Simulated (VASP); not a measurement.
Input:

```xyz
4
Lattice="2.1539 1.2436 7.0201 -2.1539 1.2436 7.0201 0.0000 -2.4871 7.0201" Properties=species:S:1:pos:R:3 pbc="T T T"
Al     0.0000     0.0000    21.0558
Ga     0.0000     0.0000    10.5301
Sb     0.0000     0.0000     2.6455
Sb     0.0000     0.0000    13.1543
```

Level of theory: LDA (Ceperley-Alder, Perdew-Zunger), VASP's LDA PAW potentials (set 64) (plane waves; VASP). Settings: 400 eV cut-off, Gaussian smearing of 0.050 eV, potentials Al Ga_d Sb.

Unless said otherwise, spin-orbit coupling is left out, though it shifts the bands of the heavy elements here.

Problem. Estimate the band gap (along the path) with the smallest direct gap where there is one.

Solution. 
| Property | Value |
|---|---|
| band gap (along the path) | 0.32 eV |
| smallest direct gap (along the path) | 0.32 eV |

Total energies compare only between runs with the same potentials, cut-off and functional.

The structure comes from a computed database's AlGaSb2 entry (R3m); how it stands against other phases isn't given here. It was relaxed first.
